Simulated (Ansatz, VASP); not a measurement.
**TiO2 (1T-TiO2 bilayer, AA): VASP beside Ansatz**

One calculation is typed for both programs; each brings its own data sets. How far apart do they land? The structure shown is the start of the Ansatz relaxation below; VASP solves that cell, so the two are compared at the walk's first step.

Main program and level: Ansatz 0.2.0; plane waves, with VASP 6.6.1 beside it; single point at LDA.

## Step 1: Starting point

The cell holds 6 atoms: 4 O and 2 Ti. Cell: a = 2.990 Å, b = 2.990 Å, c = 46.622 Å, α = 90.0°, β = 90.0°, γ = 120.0°. Vacuum lies along c.

## Step 2: Ansatz: relaxation, LDA

Ansatz runs on its default PAW (the set named soft_2) files.

The two programs are compared at the cell with which this relaxation starts, whose forces are those of its first step.

The input, input.yaml:

```yaml
crystal:
  lattice:
    - [2.99, 0.0, 0.0]
    - [-1.495, 2.5894159573, 0.0]
    - [0.0, 0.0, 46.6223842487]
  atoms:
    - { symbol: O, position: [0.6666666667, 0.3333333333, 0.4161091354] }
    - { symbol: Ti, position: [0.0, 0.0, 0.4425040974] }
    - { symbol: O, position: [0.3333333333, 0.6666666667, 0.4688990595] }
    - { symbol: O, position: [0.6666666667, 0.3333333333, 0.5311009405] }
    - { symbol: Ti, position: [0.0, 0.0, 0.5574959026] }
    - { symbol: O, position: [0.3333333333, 0.6666666667, 0.5838908646] }
  periodic: [true, true, false]
kpoints:
  mp_grid: { grid: [12, 12, 1] }
hamiltonian:
  xc: lda
scf:
  occupations: { method: fermi_dirac, width: 0.05 }
  convergence: { dr2_threshold: 1.0e-09 }
relax:
  f_tol: 0.004
  max_steps: 90
  cell: {}
output:
  write_potential: true
  write_density: true
  volumetric_format: npy
```

Started as:

```
$ ansatz run input.yaml --threads 2 --pin off --max-ram 3072MiB --backend cpu --events-out ev --progress --plain --runs-dir out
```

Numbers of over 12 decimals in the logs are rounded to 6 here.

The log of the run:

```text
Warning: relax.cell: scf.convergence.dr2_threshold = 1e-9 eV is looser than the 1.88894644395e-10 eV advised for a relaxation that steers and ends on the stress (1e-10 eV for each atom of the cell: 6, times the square of relax.cell.stress_2d_tol = 0.05 N/m over 17.8 Å (the atoms' height at the walk's start and 5 Å past either face), 2.805e-2 GPa, over a crystal's default 0.05). What an SCF threshold leaves in a stress goes as its square root, and in the free energy as the threshold itself, and one threshold admits the most on a small cell: [figures from the program's tests cut] Set scf.convergence.dr2_threshold to 1.88894644395e-10 eV or tighter. [rest of the remark cut]
Engine: ansatz 0.2.0, aarch64-unknown-linux-gnu
Pseudopotentials: kind: paw
Pseudopotential: O, paw, valence charge 6, recommended cutoff 420 eV (normal), O.paw.azcp
Pseudopotential: Ti, paw, valence charge 12, recommended cutoff 420 eV (normal), Ti.paw.azcp
Functional definition: SPW92
  exchange = slater_x
  correlation = pw_c
Crystal: 6 atoms, lattice volume = 360.967 Å³
Basis set: ecut = 420 eV, 6863 PW (Γ)
Bands: 30, of which v1, the nominal top of the filled ones, is band 24 counted from 1 (23 counted from 0)
Symmetry: 12 space group operations
Space group: P-3m1 (ITA 164), of the structure as read, at distance tolerance 7.1e-5 Å
k-points: 19 of 144
Non-local potential: O, projectors of the file, l = 0: 2, l = 1: 2, l = 2: 1
Non-local potential: Ti, projectors of the file, l = 0: 3, l = 1: 2, l = 2: 3, l = 3: 1
PAW form: soft (Blöchl's): semilocal exchange-correlation on the pseudo side does not see the compensation charge
PAW frozen core: O, regenerated for the run's functional, and the local potential with it (the file was generated under x = pbe(κ = 0.804, μ = 0.219515), c = pbe(β = 0.066725))
PAW frozen core: Ti, regenerated for the run's functional, and the local potential with it (the file was generated under x = pbe(κ = 0.804, μ = 0.219515), c = pbe(β = 0.066725))
PAW one-centre angular grid: O, 110 points (default); XC on 64 Gauss nodes
PAW one-centre angular grid: Ti, 590 points (default); XC on 64 Gauss nodes
Initial density: superposition of atomic densities (neutral atoms: chi_scale 0, normalization atom), corrected by the library's trained network
Initial wavefunctions: pseudopotential atomic-orbital guess
Functional: x = slater, c = lda
SCF iter   1: F=—  HF=-7126.173496 eV  |F-HF|=—  |Δ(HF+E_count)|=         —  Δρ=1.12e-2  dr2=5.59e-1  ethr=1.77e-3  ⟨swp⟩=9.5  Hψ=3565  notcnv=0
preconditioner: auto → Resta (q_TF=auto, 1.949 Å⁻¹)  ε∞=2.9  [insulator: Δε(μ)=1.385 eV  Ē_g=7.960 eV  σ=0.050 eV  W_gap=1.00  n_scr=28 (ndim 8)  ℏωp=11.1 eV  f_vac=0.771  D(μ)=0.00/eV (n_scr^D=0)  ε∞_Penn≈2.9  vacuum switching on, ρ_ref=4.6e-3 e/Å³]
SCF iter   2: F=—  HF=-7126.276587 eV  |F-HF|=—  |Δ(HF+E_count)|=   1.03e-1  Δρ=1.71e-2  dr2=1.30e0  ethr=1.16e-3  ⟨swp⟩=3.3  Hψ=1333  notcnv=0  defer=7  recentre
SCF iter   3: F=—  HF=-7126.098029 eV  |F-HF|=—  |Δ(HF+E_count)|=   1.79e-1  Δρ=2.16e-3  dr2=1.24e-2  ethr=1.16e-3  ⟨swp⟩=2.8  Hψ=1068  notcnv=0  defer=7
SCF iter   4: F=—  HF=-7126.099204 eV  |F-HF|=—  |Δ(HF+E_count)|=   1.18e-3  Δρ=1.65e-3  dr2=1.08e-2  ethr=2.58e-5  ⟨swp⟩=3.2  Hψ=1434  notcnv=0  defer=7
SCF iter   5: F=—  HF=-7126.097613 eV  |F-HF|=—  |Δ(HF+E_count)|=   1.59e-3  Δρ=2.54e-4  dr2=3.43e-4  ethr=2.25e-5  ⟨swp⟩=3.0  Hψ=1097  notcnv=0  defer=7
SCF iter   6: F=—  HF=-7126.097796 eV  |F-HF|=—  |Δ(HF+E_count)|=   1.83e-4  Δρ=5.11e-4  dr2=2.01e-3  ethr=7.14e-7  ⟨swp⟩=3.6  Hψ=1360  notcnv=0  defer=7
SCF iter   7: F=—  HF=-7126.097629 eV  |F-HF|=—  |Δ(HF+E_count)|=   1.66e-4  Δρ=1.57e-4  dr2=1.22e-4  ethr=7.14e-7  ⟨swp⟩=2.7  Hψ=928  notcnv=0  defer=7
SCF iter   8: F=—  HF=-7126.097618 eV  |F-HF|=—  |Δ(HF+E_count)|=   1.16e-5  Δρ=1.25e-5  dr2=7.09e-7  ethr=2.55e-7  ⟨swp⟩=2.7  Hψ=869  notcnv=0  defer=7
SCF iter   9: F=—  HF=-7126.097693 eV  |F-HF|=—  |Δ(HF+E_count)|=   7.49e-5  Δρ=2.25e-5  dr2=2.00e-6  ethr=1.48e-9  ⟨swp⟩=3.7  Hψ=1388  notcnv=0  defer=7
SCF iter  10: F=—  HF=-7126.097692 eV  |F-HF|=—  |Δ(HF+E_count)|=   2.70e-7  Δρ=1.45e-6  dr2=5.68e-9  ethr=1.48e-9  ⟨swp⟩=3.6  Hψ=1248  notcnv=0  defer=7
[...]
SCF 1 converged in 11 iterations: F = -7126.097692 eV  dr2 = 6.31e-10
[...]
SCF iter   4: F=—  HF=-7129.371917 eV  |F-HF|=—  |Δ(HF+E_count)|=   2.39e-6  Δρ=3.25e-5  dr2=3.62e-6  ethr=3.44e-8  ⟨swp⟩=3.5  Hψ=1217  notcnv=0
SCF iter   5: F=—  HF=-7129.371979 eV  |F-HF|=—  |Δ(HF+E_count)|=   6.13e-5  Δρ=1.31e-5  dr2=3.65e-7  ethr=7.54e-9  ⟨swp⟩=2.8  Hψ=969  notcnv=0
SCF iter   6: F=—  HF=-7129.371979 eV  |F-HF|=—  |Δ(HF+E_count)|=   1.03e-8  Δρ=4.15e-6  dr2=5.36e-8  ethr=7.61e-10  ⟨swp⟩=3.5  Hψ=1305  notcnv=0
SCF iter   7: F=—  HF=-7129.371979 eV  |F-HF|=—  |Δ(HF+E_count)|=   8.08e-9  Δρ=1.27e-6  dr2=5.81e-9  ethr=1.12e-10  ⟨swp⟩=2.4  Hψ=887  notcnv=0
SCF iter   8: F=-7129.371979 eV  HF=-7129.371979 eV  |F-HF|=1.20e-10  |Δ(HF+E_count)|=   4.60e-9  Δρ=4.61e-7  dr2=5.62e-10  ethr=2.08e-12  ⟨swp⟩=10.1  Hψ=4964  notcnv=0
SCF 11 converged in 8 iterations: F = -7129.371979 eV  dr2 = 5.62e-10
relax step  11: F+E_penalty+E_count = -7129.37197875 eV  Δ(F+E_penalty+E_count) = -7.847e-4 eV  max|allowed force component| = 1.040e-3 eV/Å  Δτ_max = 0.0033 Å  P = +0.001 N/m  Ω = 347.772 Å³  energy of the carried Pulay correction = +6.540e-4 eV  fix = [c, alpha, beta]  reactions: c +0.000 N/m  (8 SCF iters, accepted)
iter 1 solved again at ethr=6.69e-8 eV; its pass at ethr=3.10e-3 eV (dr2=3.21e-5 eV) is discarded
SCF iter   1: F=—  HF=-7129.371252 eV  |F-HF|=—  |Δ(HF+E_count)|=         —  Δρ=7.56e-6  dr2=2.78e-8  ethr=6.69e-8  ⟨swp⟩=7.3  Hψ=6552  notcnv=0
preconditioner: auto → Resta (q_TF=auto, 1.961 Å⁻¹)  ε∞=2.4  [insulator: Δε(μ)=2.712 eV  Ē_g=9.510 eV  σ=0.050 eV  W_gap=1.00  n_scr=28 (ndim 8)  ℏωp=11.3 eV  f_vac=0.798  D(μ)=0.00/eV (n_scr^D=0)  ε∞_Penn≈2.4  vacuum switching on, ρ_ref=6.6e-3 e/Å³]
SCF iter   2: F=—  HF=-7129.371323 eV  |F-HF|=—  |Δ(HF+E_count)|=   7.11e-5  Δρ=3.67e-6  dr2=1.22e-8  ethr=5.78e-11  ⟨swp⟩=4.7  Hψ=1748  notcnv=0
SCF iter   3: F=—  HF=-7129.371323 eV  |F-HF|=—  |Δ(HF+E_count)|=   1.91e-9  Δρ=2.27e-6  dr2=1.09e-8  ethr=2.53e-11  ⟨swp⟩=3.6  Hψ=1316  notcnv=0
SCF iter   4: F=-7129.371323 eV  HF=-7129.371323 eV  |F-HF|=1.46e-10  |Δ(HF+E_count)|=   1.38e-9  Δρ=3.78e-7  dr2=2.37e-10  ethr=2.08e-12  ⟨swp⟩=14.8  Hψ=5249  notcnv=0
SCF 12 converged in 4 iterations: F = -7129.371323 eV  dr2 = 2.37e-10
relax step  12: F+E_penalty+E_count = -7129.37132342 eV  Δ(F+E_penalty+E_count) = +6.553e-4 eV  max|allowed force component| = 1.028e-3 eV/Å  Δτ_max = 0.0000 Å  P = -0.009 N/m  Ω = 347.772 Å³  fix = [c, alpha, beta]  reactions: c -0.000 N/m  stress off target by 8.91e-3 N/m on what of the cell is left free  SCF on the basis re-selected at this cell (its energy is not comparable with the rows above)  (4 SCF iters)
basis re-selected at this cell: Δ(F+E_penalty+E_count) = +6.553e-4 eV, ΔP = -0.010 N/m vs the last step (what re-selecting the basis moved, of the pressure what is left beyond the Pulay correction that the steps carried, after the strain that the cell walked since its last selection, with what the two solves' SCF thresholds leave and, on support functions, any second-order correction that the steps lacked; it is no m [...]
WARN: The output density's exchange-correlation potential varies sharply where the density is thin. Do not read a vacuum level from v_tot or v_xc, or from such a field of the output density. On a cell that repeats whose density bears no net charge and no dipole along the vacuum's axis use v_es (v_loc + v_h of the components); under efield.dipole_correction with no amplitude use v_es + v_field, which holds any externa [...]
SCF converged after 4 iterations
Free energy (F): -7129.371323 eV
Harris-Foulkes:  -7129.371323 eV  (|F-HF|=1.46e-10)
Internal energy: -7129.371323 eV  (E = F + TS)
E sigma→0 (E₀):  -7129.371323 eV
Fermi energy:    -7.149043 eV
--- Per-component energies (eV) ---
  E_band       = -1204.725869
  E_kinetic    = 1245.479376
  E_local      = -252737.217138  (includes V_loc(G=0)·N_el)
  E_nonlocal   = 212.549312
  E_hartree    = 125588.329711
  E_xc         = -486.007727
  E_vxc        = -619.722600  (∫ρ·V_xc dr)
  E_paw        = -2581.380251  (= ΣΔE_a)
  E_vpaw       = -482.484760  (= ΣTr[D̂ρ^β])
  E_aug_tail   = 0.010397  (compensation charges beyond the density's cutoff)
  E_ewald      = 121627.825410
  E_core_change = 1.039587  (= ΣΔE_core)
  E_smearing   = -0.000000  (= −TS)
  E_closure    = -0.000000  (closes the sum)
  Σ components = -7129.371323   (vs F -7129.371323, Δ=0.00e0)
--- Forces (eV/Å), atoms counted from 1 ---
  atom   1  O      0.00000000     0.00000000     0.00102839
  atom   2  Ti     0.00000000     0.00000000    -0.00027527
  atom   3  O     -0.00000000    -0.00000000    -0.00072226
  atom   4  O      0.00000000     0.00000000     0.00072226
  atom   5  Ti    -0.00000000    -0.00000000     0.00027527
  atom   6  O     -0.00000000    -0.00000000    -0.00102839
  max |Σ_I F_I| component: 1.85e-17 eV/Å
--- 2D stress c σ (N/m, compression-positive) ---
       -0.008907       0.000000      -0.000000
        0.000000      -0.008907      -0.000000
       -0.000000      -0.000000      -0.000000
  P = ½ c Tr σ = -0.0089 N/m
--- Band table (eV; the first three rows and the last of 19) ---
  k-point 0: bands = [... 20 lower, -8.7987, -8.7987, -8.7623, -8.7623, -5.8269, -5.8269, -5.8147, -5.8147, ... 2 higher]
  k-point 1: bands = [... 20 lower, -9.1491, -8.9732, -8.9285, -8.8160, -5.7234, -5.6969, -5.6406, -5.6283, ... 2 higher]
  k-point 2: bands = [... 20 lower, -9.3447, -9.2886, -9.0328, -8.6210, -5.5541, -5.4989, -5.2408, -5.2325, ... 2 higher]
  k-point 18: bands = [... 20 lower, -10.0669, -10.0669, -9.8221, -9.6163, -5.6439, -5.5427, -4.4292, -4.4292, ... 2 higher]
--- Relaxed structure (10 steps of the walk, 9 accepted, 2 SCFs on fresh bases) ---
  F+E_penalty+E_count = -7129.37132342 eV   max|allowed force component| = 1.028e-3 eV/Å   (the final SCF, on the basis selected at the relaxed cell)
  cell:  # Å, volume = 347.7718 Å³
    - [2.934841, 0.0, 0]
    - [-1.467421, 2.541647, 0]
    - [0, 0, 46.6223842487]
  atoms:
    - { symbol: O, position: [0.666667, 0.333333, 0.431354] }
    - { symbol: Ti, position: [1.0667270653924336e-17, 0, 0.451747] }
    - { symbol: O, position: [0.333333, 0.666667, 0.472168] }
    - { symbol: O, position: [0.666667, 0.333333, 0.527832] }
    - { symbol: Ti, position: [-1.0667270653924421e-17, 0, 0.548253] }
    - { symbol: O, position: [0.333333, 0.666667, 0.568646] }
```

Reading the cycles: dr2 is the Hartree energy of the density residual (eV), the measure of convergence; HF is the Harris–Foulkes estimate of the energy, which meets the free energy F at convergence.

## Step 3: VASP: single point, LDA, start cell

The same cell, functional (in two slightly different forms), mesh and smearing now go to VASP, with its own data sets.

Lines of VASP's logs that name or quote its potential files are left out, and so is its time.

The input, INCAR:

```
SYSTEM = TiO2
PREC = Accurate
ENCUT = 520
EDIFF = 1E-06
NELM = 120
ISMEAR = -1
SIGMA = 0.05
LREAL = .FALSE.
ALGO = Normal
GGA = CA
NBANDS = 30
LASPH = .TRUE.
LORBIT = 11
LWAVE = .FALSE.
LCHARG = .FALSE.
ISIF = 2
LDIPOL = .TRUE.
IDIPOL = 3
DIPOL = 0.5 0.5 0.5
LVHAR = .TRUE.
GGA_COMPAT = .FALSE.
EFERMI = MIDGAP
NELMDL = -8
KPAR = 2
```

The input, POSCAR:

```
TiO2
1.0
    2.9900000000      0.0000000000      0.0000000000
   -1.4950000000      2.5894160000      0.0000000000
    0.0000000000      0.0000000000     46.6223840000
O Ti
4 2
Direct
    0.6666667310      0.3333334621      0.4161091376
    0.3333332690      0.6666665379      0.4688990593
    0.6666667310      0.3333334621      0.5311009407
    0.3333332690      0.6666665379      0.5838908624
    0.0000000000      0.0000000000      0.4425040985
    0.0000000000      0.0000000000      0.5574959015
```

The input, KPOINTS:

```
Automatic mesh
0
Gamma
12 12 1
0 0 0
```

The projector-augmented-wave data sets are O and Ti_sv (LDA family, release 64).

Started as:

```
$ mpirun -np 2 vasp_std
```

The log of the run:

```text
[banner, memory and clock lines left out]
running    2 mpi-ranks, on    1 nodes
 distrk:  each k-point on    1 cores,    2 groups
 distr:  one band on    1 cores,    1 groups

 POSCAR found type information on POSCAR O Ti
 POSCAR found :  2 types and       6 ions
 LDA part: xc-table for (Slater(with rela. corr.)+CA(PZ))
 , standard interpolation
 POSCAR, INCAR and KPOINTS ok, starting setup
 FFT: planning ... GRIDC
 FFT: planning ... GRID_SOFT
 FFT: planning ... GRID
 WAVECAR not read
 entering main loop
       N       E                     dE             d eps       ncg     rms          rms(c)
DAV:   1     0.536585372505E+03    0.53659E+03   -0.22753E+04  1388   0.133E+03
DAV:   2     0.293562771327E+02   -0.50723E+03   -0.49255E+03  1508   0.377E+02
DAV:   3    -0.644547707430E+02   -0.93811E+02   -0.91848E+02  1706   0.161E+02
DAV:   4    -0.707605019484E+02   -0.63057E+01   -0.62970E+01  1710   0.413E+01
DAV:   5    -0.712508252438E+02   -0.49032E+00   -0.49027E+00  1694   0.821E+00
DAV:   6    -0.712625779794E+02   -0.11753E-01   -0.11753E-01  1670   0.155E+00
DAV:   7    -0.712630115410E+02   -0.43356E-03   -0.43356E-03  1634   0.235E-01
DAV:   8    -0.712630186800E+02   -0.71390E-05   -0.71388E-05  1710   0.389E-02    0.259E+01
DAV:   9    -0.604304316604E+02    0.10833E+02   -0.14800E+02  1510   0.888E+01    0.252E+01
DAV:  10    -0.566714138513E+02    0.37590E+01   -0.78541E+01  1538   0.627E+01    0.102E+01
DAV:  11    -0.550514381849E+02    0.16200E+01   -0.43698E+00  1444   0.158E+01    0.560E+00
DAV:  12    -0.547978620640E+02    0.25358E+00   -0.56894E+00  1556   0.166E+01    0.475E+00
DAV:  13    -0.546683309693E+02    0.12953E+00   -0.33137E+00  1498   0.129E+01    0.232E+00
DAV:  14    -0.545777279889E+02    0.90603E-01   -0.32809E-01  1462   0.419E+00    0.583E-01
[...]
DAV:  23    -0.545742366517E+02   -0.22747E-04   -0.14447E-05  1400   0.265E-02    0.217E-03
DAV:  24    -0.545742476909E+02   -0.11039E-04   -0.10925E-06   622   0.804E-03    0.422E-03
DAV:  25    -0.545742554994E+02   -0.78085E-05   -0.70158E-07   576   0.457E-03    0.440E-03
DAV:  26    -0.545742575854E+02   -0.20860E-05   -0.24434E-07   570   0.318E-03    0.395E-03
DAV:  27    -0.545742602470E+02   -0.26616E-05   -0.38902E-07   570   0.547E-03    0.181E-03
DAV:  28    -0.545742620483E+02   -0.18013E-05   -0.45113E-07   576   0.361E-03    0.338E-04
DAV:  29    -0.545742633246E+02   -0.12764E-05   -0.19244E-07   570   0.290E-03    0.761E-04
DAV:  30    -0.545742639159E+02   -0.59130E-06   -0.71234E-08   570   0.163E-03
   1 F= -.54574264E+02 E0= -.54574264E+02  d E =-.189431E-07
```

(Continued in part 2 of 2.)

[Lines on the potential files, build, host, timing and source positions are cut from VASP's logs without a mark.]

[Logs are printed without paths, hosts, clocks, repeated set-up lines and the standing remarks that a program may print on its own settings, such as how far it seeks lower states.]

[Hosts, paths, dates, database ids (printed as entryN), source tags and the programs' standing remarks are cut or masked in the printed files.]
